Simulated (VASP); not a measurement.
Input:

```yaml
crystal:
  lattice:
    - [-1.66874, 1.66874, 2.57271]
    - [1.66874, -1.66874, 2.57271]
    - [1.66874, 1.66874, -2.57271]
  atoms:
    - { symbol: In, position: [0.00000, 0.00000, 0.00000] }
```

All values below come from RPBE GGA, VASP's PBE PAW potentials (set 64) (plane waves; VASP 6.6.1). Run with 520 eV cut-off, Gaussian smearing of 0.050 eV, potentials In_d.

Unless said otherwise, spin-orbit coupling is left out, though it shifts the bands of the heavy elements here.

Task: Estimate the band gap (along the path) with the smallest direct gap where there is one.

Result: 
```
Item                                                          Value
-------------------------  ----------------------------------------
band gap (along the path)  none (metal, semimetal or under 0.01 eV)
```

Total energies compare only between runs with the same potentials, cut-off and functional.

The compound is In in the bct structure. It was relaxed first, which changed the volume by +10 %.
